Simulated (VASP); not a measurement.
A VASP calculation is set up with these files.

**INCAR**
```
SYSTEM = ZnSe
PREC = Accurate
ENCUT = 400
EDIFF = 1E-6
NELM = 60
ALGO = VeryFast
LREAL = .FALSE.
LASPH = .TRUE.
ISMEAR = 0
SIGMA = 0.05
GGA = PE
LMAXMIX = 4
LWAVE = .FALSE.
LCHARG = .FALSE.
ISIF = 2
NELMDL = -1
```

KPOINTS:
```
Automatic mesh
0
Gamma
6 6 6
0 0 0
```

POSCAR:
```
ZnSe
1
    0.0000000000     2.8917000000     2.8917000000
    2.8917000000     0.0000000000     2.8917000000
    2.8917000000     2.8917000000     0.0000000000
Zn Se
1 1
Direct
  0.0000000000   0.0000000000   0.0000000000
  0.2500000000   0.2500000000   0.2500000000
```

POTCAR, in this order: Zn Se (PBE.64 set). Program: vasp_std.

Output of the run:

### standard output
```
...
RMM:  21     0.947590183857E+03   -0.26385E+00   -0.27029E+00   809   0.404E+01    0.498E+00
RMM:  22     0.947399909764E+03   -0.19027E+00   -0.20166E+00   825   0.390E+01    0.576E+00
RMM:  23     0.947184221396E+03   -0.21569E+00   -0.22640E+00   821   0.377E+01    0.612E+00
RMM:  24     0.946954332461E+03   -0.22989E+00   -0.23022E+00   826   0.366E+01    0.677E+00
RMM:  25     0.946657293808E+03   -0.29704E+00   -0.29349E+00   814   0.357E+01    0.827E+00
RMM:  26     0.946396157587E+03   -0.26114E+00   -0.27186E+00   816   0.347E+01    0.874E+00
RMM:  27     0.946170103819E+03   -0.22605E+00   -0.26114E+00   807   0.338E+01    0.787E+00
RMM:  28     0.945900377946E+03   -0.26973E+00   -0.27794E+00   818   0.329E+01    0.826E+00
RMM:  29     0.945607090888E+03   -0.29329E+00   -0.30184E+00   816   0.321E+01    0.862E+00
RMM:  30     0.945307236101E+03   -0.29985E+00   -0.29531E+00   816   0.313E+01    0.977E+00
RMM:  31     0.945052079029E+03   -0.25516E+00   -0.26437E+00   816   0.305E+01    0.101E+01
RMM:  32     0.944807872203E+03   -0.24421E+00   -0.24646E+00   817   0.299E+01    0.106E+01
RMM:  33     0.944581305438E+03   -0.22657E+00   -0.23144E+00   809   0.292E+01    0.110E+01
RMM:  34     0.944368722421E+03   -0.21258E+00   -0.21229E+00   810   0.286E+01    0.117E+01
RMM:  35     0.944185418046E+03   -0.18330E+00   -0.18655E+00   798   0.280E+01    0.121E+01
RMM:  36     0.944027220978E+03   -0.15820E+00   -0.16417E+00   797   0.275E+01    0.124E+01
RMM:  37     0.943883590312E+03   -0.14363E+00   -0.14697E+00   790   0.269E+01    0.128E+01
RMM:  38     0.943759024702E+03   -0.12457E+00   -0.13297E+00   814   0.264E+01    0.129E+01
RMM:  39     0.943640674583E+03   -0.11835E+00   -0.12178E+00   820   0.259E+01    0.132E+01
RMM:  40     0.943533808387E+03   -0.10687E+00   -0.11317E+00   815   0.255E+01    0.134E+01
RMM:  41     0.943434750373E+03   -0.99058E-01   -0.10246E+00   801   0.251E+01    0.136E+01
RMM:  42     0.943341520370E+03   -0.93230E-01   -0.97354E-01   789   0.247E+01    0.138E+01
RMM:  43     0.943258885573E+03   -0.82635E-01   -0.86384E-01   786   0.243E+01    0.140E+01
RMM:  44     0.943178890207E+03   -0.79995E-01   -0.83258E-01   790   0.239E+01    0.143E+01
RMM:  45     0.943108902797E+03   -0.69987E-01   -0.73224E-01   793   0.235E+01    0.145E+01
RMM:  46     0.943040635521E+03   -0.68267E-01   -0.71577E-01   794   0.232E+01    0.147E+01
RMM:  47     0.943000634695E+03   -0.40001E-01   -0.57330E-01   816   0.229E+01    0.143E+01
RMM:  48     0.942921381241E+03   -0.79253E-01   -0.65758E-01   805   0.226E+01    0.150E+01
RMM:  49     0.942867845856E+03   -0.53535E-01   -0.57056E-01   816   0.223E+01    0.152E+01
RMM:  50     0.942828811341E+03   -0.39035E-01   -0.51612E-01   815   0.220E+01    0.151E+01
RMM:  51     0.942789516906E+03   -0.39294E-01   -0.46576E-01   817   0.217E+01    0.152E+01
RMM:  52     0.942755188139E+03   -0.34329E-01   -0.44617E-01   815   0.214E+01    0.152E+01
RMM:  53     0.942740380597E+03   -0.14808E-01   -0.38361E-01   805   0.212E+01    0.148E+01
RMM:  54     0.942715511021E+03   -0.24870E-01   -0.35152E-01   820   0.209E+01    0.148E+01
RMM:  55     0.942687873138E+03   -0.27638E-01   -0.33285E-01   828   0.206E+01    0.148E+01
RMM:  56     0.942660795403E+03   -0.27078E-01   -0.33502E-01   817   0.204E+01    0.150E+01
RMM:  57     0.942658986518E+03   -0.18089E-02   -0.35366E-01   814   0.202E+01    0.146E+01
RMM:  58     0.942639284706E+03   -0.19702E-01   -0.20638E-01   818   0.199E+01    0.148E+01
RMM:  59     0.942614722985E+03   -0.24562E-01   -0.26941E-01   817   0.197E+01    0.150E+01
RMM:  60     0.942599988108E+03   -0.14735E-01   -0.19971E-01   820   0.195E+01

 -----------------------------------------------------------------------------
|                                                                             |
|           W    W    AA    RRRRR   N    N  II  N    N   GGGG   !!!           |
|           W    W   A  A   R    R  NN   N  II  NN   N  G    G  !!!           |
|           W    W  A    A  R    R  N N  N  II  N N  N  G       !!!           |
|           W WW W  AAAAAA  RRRRR   N  N N  II  N  N N  G  GGG   !            |
|           WW  WW  A    A  R   R   N   NN  II  N   NN  G    G                |
|           W    W  A    A  R    R  N    N  II  N    N   GGGG   !!!           |
|                                                                             |
|     The electronic self-consistency was not achieved in the given           |
|     number of steps (NELM). The forces and other quantities evaluated       |
|     might not be reliable so examine the results carefully. If you find     |
|     spurious results, we suggest increasing NELM, if you were close to      |
|     convergence or switching to a different ALGO or adjusting the           |
|     density mixing parameters otherwise.                                    |
|                                                                             |
 -----------------------------------------------------------------------------

   1 F= 0.94259999E+03 E0= 0.94260075E+03  d E =-.153290E-02
```

OUTCAR:
```
------------------------ aborting loop EDIFF was not reached (unconverged)  ----------------------------
  FORCE on cell =-STRESS in cart. coord.  units (eV):
  Direction    XX          YY          ZZ          XY          YZ          ZX
  --------------------------------------------------------------------------------------
  Total      132.6707057    132.6707057    132.6707057      0.0000000     -0.0000000      0.0000000
  in kB     4395.3748718   4395.3748718   4395.3748718      0.0000000     -0.0000000      0.0000000
  external PRESSURE =    4395.3748718 kB  Pullay stress =       0.0000000 kB
  volume of cell :       48.36
      direct lattice vectors                 reciprocal lattice vectors
     0.000000000  2.891700000  2.891700000    -0.172908670  0.172908670  0.172908670
     2.891700000  0.000000000  2.891700000     0.172908670 -0.172908670  0.172908670
     2.891700000  2.891700000  0.000000000     0.172908670  0.172908670 -0.172908670
  FREE ENERGIE OF THE ION-ELECTRON SYSTEM (eV)
  ---------------------------------------------------
  free  energy   TOTEN  =       942.5999881077 eV

  energy  without entropy=      942.6015210056  energy(sigma->0) =      942.60075456
```
(Selected blocks of OUTCAR.)

Question: From input and log, find the fault in this run and mend it.

Answer: The cause: ALGO = VeryFast starts from random orbitals with almost no delay (NELMDL = -1). The run did not converge; its last values are not results. Against the sound run, the energy per atom (σ→0) goes up by 474.311 eV/atom; the pressure rises by 440.96 GPa; the band gap falls by 1.05 eV. To mend it, set ALGO = Normal, remove NELMDL.

The mended run (PBE GGA, plane waves, VASP's PBE PAW potentials (set 64)) converges, and its OSZICAR ends with
```
   1 F= -.60219885E+01 E0= -.60219885E+01  d E =-.126105E-16
```

The compound is ZnSe in the zinc blende structure. The cell was not relaxed at this level.
